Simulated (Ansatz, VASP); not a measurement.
## Ta4O: VASP beside Ansatz

```
CELL_PARAMETERS angstrom
3.24994 0.00003 -0.00004
0.00003 3.24934 0.00011
-0.00008 0.00024 7.41944
ATOMIC_POSITIONS crystal
Ta 0.97618 0.98750 0.48668
Ta 0.47619 0.48751 0.76856
Ta 0.47620 0.48749 0.20482
Ta 0.97620 0.98750 0.98669
O 0.47618 0.48750 0.48669
```

Alike in both runs: functional PBE; k mesh 6 × 6 × 4; occupations gaussian, width 0.1 eV; no spin polarisation.

Ansatz relaxed the structure, and its values are those at the end. VASP's run is a single point on that final structure, the one shown.

|  | VASP | Ansatz |
| --- | --- | --- |
| version | VASP 6.6.1 | Ansatz 0.2.0 |
| potentials or method | VASP PAW PBE potentials, release 64 (Ta_pv, O) | scalar-relativistic, plane waves, PAW |
| plane-wave cutoff (eV) | 520 | 420 |
| valence electrons in the cell | 50 | 58 |

Ansatz gave:

```
gap on the k mesh at the Fermi level (eV) : none
pressure (GPa)                            : 0.0
rms of the force components (eV/Å)        : 0.000
```

Question: Which values does VASP return?

Answer: gap on the k mesh at the Fermi level (eV): none; pressure (GPa): 0.3; rms of the force components (eV/Å): 0.013.

A gap of «none» marks a metal or a gap that the smearing closes. The two sets of potentials don't hold the same shells in valence.

Spin-orbit coupling is left out, which matters for the levels of Ta.
